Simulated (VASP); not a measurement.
Method: PBEsol GGA, VASP's PBE PAW potentials (set 64) (plane waves; VASP).

The input files of a VASP run:

KPOINTS:
```
Automatic mesh
0
G
 4 4 1
0 0 0
```

### INCAR
```
ALGO  =  Normal
EDIFF  =  1E-04
ENCUT  =  280
GGA  =  PS
ISIF  =  2
ISMEAR  =  0
LASPH  =  .True.
LCHARG  =  .False.
LMAXMIX  =  4
LREAL  =  .False.
LWAVE  =  .False.
NELM  =  100
PREC  =  Accurate
SIGMA  =  0.2
SYSTEM  =  SnO
```

File POSCAR:
```
SnO
1
    4.2219700000     0.0000000000     0.0000000000
    0.0000000000     5.6741000000     0.0000000000
    0.0000000000     0.0000000000    21.0326000000
Sn O
4 4
Direct
  0.5085710000   0.2228390000   0.4575920000
 -0.0008260000   0.7771140000   0.3860680000
  0.5133520000   0.2087600000   0.6141350000
  0.0204080000   0.7643850000   0.5365860000
  0.7203050000   0.8900490000   0.4678270000
  0.2472130000   0.1283590000   0.3797150000
  0.7375570000   0.8997220000   0.6140090000
  0.2534190000   0.1087730000   0.5440680000
```

POTCAR, in this order: Sn_d O (PBE.64 set). Program: vasp_std.

Output of the run:

File OSZICAR:
```
       N       E                     dE             d eps       ncg     rms          rms(c)
DAV:   1     0.640436418488E+03    0.64044E+03   -0.29777E+04  1216   0.107E+03
DAV:   2     0.587743056163E+02   -0.58166E+03   -0.56578E+03  1120   0.327E+02
DAV:   3    -0.472148954496E+02   -0.10599E+03   -0.10386E+03  1200   0.160E+02
DAV:   4    -0.519920257740E+02   -0.47771E+01   -0.47551E+01  1112   0.365E+01
DAV:   5    -0.521651232923E+02   -0.17310E+00   -0.17304E+00  1208   0.653E+00    0.140E+01
DAV:   6    -0.454384520234E+02    0.67267E+01   -0.26224E+01  1616   0.515E+01    0.721E+00
DAV:   7    -0.453145371120E+02    0.12391E+00   -0.39011E+00  1008   0.941E+00    0.459E+00
DAV:   8    -0.451188121912E+02    0.19572E+00   -0.95557E-01  1488   0.663E+00    0.143E+00
DAV:   9    -0.450704613880E+02    0.48351E-01   -0.15078E-01  1504   0.349E+00    0.535E-01
DAV:  10    -0.450724575192E+02   -0.19961E-02   -0.56514E-02  1184   0.145E+00    0.293E-01
DAV:  11    -0.450740111613E+02   -0.15536E-02   -0.78550E-03  1392   0.562E-01    0.159E-01
DAV:  12    -0.450750737895E+02   -0.10626E-02   -0.20382E-03  1176   0.370E-01    0.559E-02
DAV:  13    -0.450752237892E+02   -0.15000E-03   -0.75159E-04  1072   0.260E-01    0.474E-02
DAV:  14    -0.450756434950E+02   -0.41971E-03   -0.28336E-04   816   0.137E-01    0.230E-02
DAV:  15    -0.450761118228E+02   -0.46833E-03   -0.24210E-04   824   0.760E-02    0.149E-02
DAV:  16    -0.450764061693E+02   -0.29435E-03   -0.43221E-05   696   0.497E-02    0.883E-03
DAV:  17    -0.450766094871E+02   -0.20332E-03   -0.33534E-05   704   0.330E-02    0.567E-03
DAV:  18    -0.450766611579E+02   -0.51671E-04   -0.12678E-05   704   0.309E-02
   1 F= -.45076661E+02 E0= -.45076111E+02  d E =-.110095E-02
```

File OUTCAR:
```
------------------------ aborting loop because EDIFF is reached ----------------------------------------
  FORCE on cell =-STRESS in cart. coord.  units (eV):
  Direction    XX          YY          ZZ          XY          YZ          ZX
  --------------------------------------------------------------------------------------
  Total      -27.8385003    -31.2124372    -24.9454507     -1.0246603     -0.4177889      4.5215717
  in kB      -88.5220224    -99.2506074    -79.3225829     -3.2582573     -1.3285027     14.3778818
  external PRESSURE =     -89.0317375 kB  Pullay stress =       0.0000000 kB
  volume of cell :      503.85
      direct lattice vectors                 reciprocal lattice vectors
     4.221970000  0.000000000  0.000000000     0.236856254  0.000000000  0.000000000
     0.000000000  5.674100000  0.000000000     0.000000000  0.176239404  0.000000000
     0.000000000  0.000000000 21.032600000     0.000000000  0.000000000  0.047545239
 POSITION                                       TOTAL-FORCE (eV/Angst)
 -----------------------------------------------------------------------------------
      2.14717      1.26441      9.62435        -0.272965      0.512332     -0.354482
      4.21848      4.40942      8.12001         0.554035      1.873465      0.204299
      2.16736      1.18453     12.91686         1.452059      0.119042      1.875772
      0.08616      4.33720     11.28580        -0.312134      0.736535      2.297014
      3.04111      5.05023      9.83962         0.083807     -0.088010     -1.394847
      1.04373      0.72832      7.98639        -0.767620     -1.983238      0.771589
      3.11394      5.10511     12.91421         0.725645     -0.406498     -0.848620
      1.06993      0.61719     11.44316        -1.462826     -0.763628     -2.550724
 -----------------------------------------------------------------------------------
    total drift:                               -0.001159     -0.000628     -0.000602
  FREE ENERGIE OF THE ION-ELECTRON SYSTEM (eV)
  ---------------------------------------------------
  free  energy   TOTEN  =       -45.0766611579 eV

  energy  without entropy=      -45.0755602128  energy(sigma->0) =      -45.07611069
```
(Selected blocks of OUTCAR.)

At this cut-off the stress carries a Pulay error, which pulls relaxed volumes low. The cell holds a wide vacuum, so values per volume refer to the whole cell.

The cell is a sheet with vacuum, built from a database entry that may be metastable or hypothetical.
